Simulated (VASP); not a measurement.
VASP input:

### POSCAR
```
Be
1
    1.1103230300    -1.9231357348     0.0000000000
    1.1103230300     1.9231357348     0.0000000000
    0.0000000000     0.0000000000     3.4851995281
Be
2
Direct
  0.3333330000   0.6666670000   0.2500000000
  0.6666670000   0.3333330000   0.7500000000
```

### INCAR
```
! general
SYSTEM = Be
PREC   = Accurate
ENCUT  = 520
LREAL  = .FALSE.
LASPH  = .TRUE.

! electronic loop
EDIFF  = 1E-7
NELM   = 100
ALGO   = Normal

! smearing
ISMEAR = 1
SIGMA  = 0.1

! functional
GGA    = PE

! ions
IBRION = 2
NSW    = 30
ISIF   = 4
EDIFFG = -0.01

! output
LWAVE  = .FALSE.
LCHARG = .FALSE.
```

File KPOINTS:
```
K-points
0
gamma
 18 18 10
0 0 0
```

POTCAR, in this order: Be (PBE.64 set). Program: vasp_std.

Problem. Translate this PBE calculation to Quantum ESPRESSO's pw.x.

Solution. One equivalent input (not run):
```
&CONTROL
  calculation = 'vc-relax'
  pseudo_dir = './pseudo'
  outdir = './out'
  tprnfor = .true.
  tstress = .true.
  nstep = 30
  forc_conv_thr = 0.00039
/
&SYSTEM
  ibrav = 0
  nat = 2
  ntyp = 1
  ecutwfc = 88
  occupations = 'smearing'
  smearing = 'methfessel-paxton'
  degauss = 0.00735
  input_dft = 'pbe'
/
&ELECTRONS
  conv_thr = 7.3e-09
  electron_maxstep = 100
/
&IONS
/
&CELL
  cell_dofree = 'shape'
/
ATOMIC_SPECIES
  Be 9.012 Be.upf
CELL_PARAMETERS angstrom
     1.1103230   -1.9231357    0.0000000
     1.1103230    1.9231357    0.0000000
     0.0000000    0.0000000    3.4851995
ATOMIC_POSITIONS crystal
  Be   0.3333330  0.6666670  0.2500000
  Be   0.6666670  0.3333330  0.7500000
K_POINTS automatic
  18 18 10 0 0 0
```
The two are equivalent in intent, not identical: the potentials are each code's own (VASP's PAW set, PseudoDojo norm-conserving files in pw.x), so ENCUT and ecutwfc are chosen apart and not converted; conv_thr bounds pw.x's estimated SCF error, while EDIFF bounds the energy change between steps; forc_conv_thr acts on force components and is met together with etot_conv_thr.

The compound is Be in the hcp structure. This cell is one point of a volume scan, at 0.94 of the reference volume. Symmetry was kept, so distortions that lower it aren't found.
